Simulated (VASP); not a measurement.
OSZICAR of a VASP run on PtAl2 (fluorite):

OSZICAR:
```
       N       E                     dE             d eps       ncg     rms          rms(c)
DAV:   1     0.567990626959E+02    0.56799E+02   -0.67070E+03  1136   0.113E+03
DAV:   2    -0.997410305344E+01   -0.66773E+02   -0.59842E+02  1280   0.189E+02
DAV:   3    -0.119932316091E+02   -0.20191E+01   -0.19862E+01  1456   0.320E+01
DAV:   4    -0.120136896307E+02   -0.20458E-01   -0.20475E-01  1304   0.369E+00
DAV:   5    -0.120139975764E+02   -0.30795E-03   -0.30828E-03  1428   0.490E-01    0.851E+00
DAV:   6    -0.115847194382E+02    0.42928E+00   -0.23645E+00  1316   0.152E+01    0.218E+00
DAV:   7    -0.115103725236E+02    0.74347E-01   -0.19487E-01  1240   0.451E+00    0.167E+00
DAV:   8    -0.114836806476E+02    0.26692E-01   -0.34731E-02  1328   0.198E+00    0.238E-01
DAV:   9    -0.114839282847E+02   -0.24764E-03   -0.15903E-03  1360   0.385E-01    0.164E-01
DAV:  10    -0.114840876004E+02   -0.15932E-03   -0.33202E-04  1256   0.160E-01    0.180E-02
DAV:  11    -0.114840894235E+02   -0.18231E-05   -0.16983E-05  1384   0.451E-02    0.875E-03
DAV:  12    -0.114840910479E+02   -0.16244E-05   -0.36988E-06  1224   0.154E-02    0.206E-03
DAV:  13    -0.114840901329E+02    0.91505E-06   -0.60326E-07  1380   0.789E-03    0.730E-04
DAV:  14    -0.114840902154E+02   -0.82507E-07   -0.19494E-08   784   0.136E-03
   1 F= -.11484090E+02 E0= -.11484090E+02  d E =0.000000E+00
```

**Question.** Which electronic solver shows in the log?

**Answer.** It is blocked Davidson (ALGO = Normal, or the opening steps of other solvers). The INCAR had ALGO = Normal.

**Question.** Can the final energy be trusted as converged?

**Answer.** Self-consistency was reached. It stopped with EDIFF = 1E-7, NELM = 100 (optB86b-vdW, plane waves, VASP's PBE PAW potentials (set 64)).

The compound is PtAl2 in the fluorite structure. It was relaxed first.
